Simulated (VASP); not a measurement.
Level of theory: RPBE GGA, VASP's PBE PAW potentials (set 64) (plane waves; VASP).

A VASP calculation is set up with these files.

**KPOINTS**
```
Regular mesh
0
Gamma
10 10 10
0 0 0
```

**INCAR**
```
! general
SYSTEM  = Sr
PREC    = Accurate
ENCUT   = 520   ! plane-wave cut-off (eV)
LREAL   = .FALSE.   ! projection in real space or not
LASPH   = .TRUE.   ! aspherical one-centre terms

! electronic loop
EDIFF   = 1E-7
NELM    = 100   ! most electronic steps
ALGO    = Normal   ! blocked Davidson
LMAXMIX = 4   ! l cut-off of mixed one-centre charges

! smearing
ISMEAR  = 1   ! Methfessel-Paxton
SIGMA   = 0.1

! functional
GGA     = RP   ! RPBE

! ions
ISIF    = 2

! output
LWAVE   = .FALSE.
LCHARG  = .FALSE.
```

File POSCAR:
```
Sr
6.1465460
  0.0000000000   0.4999999594   0.4999999594
  0.4999999594   0.0000000000   0.4999999594
  0.4999999594   0.4999999594   0.0000000000
Sr
1
Direct
  0.0000000000   0.0000000000   0.0000000000
```

POTCAR, in this order: Sr_sv (PBE.64 set). Program: vasp_std.

Task: What will the output report for the number of irreducible k-points (NKPTS), largest plane-wave count, number of space-group operations, FFT grid (NGX, NGY, NGZ)?

Result: 
```
Quantity                                       Value
--------------------------------------  ------------
number of irreducible k-points (NKPTS)            47
largest plane-wave count                        1588
number of space-group operations                  48
FFT grid (NGX, NGY, NGZ)                32 × 32 × 32
```

The compound is Sr in the fcc structure. It was relaxed first.
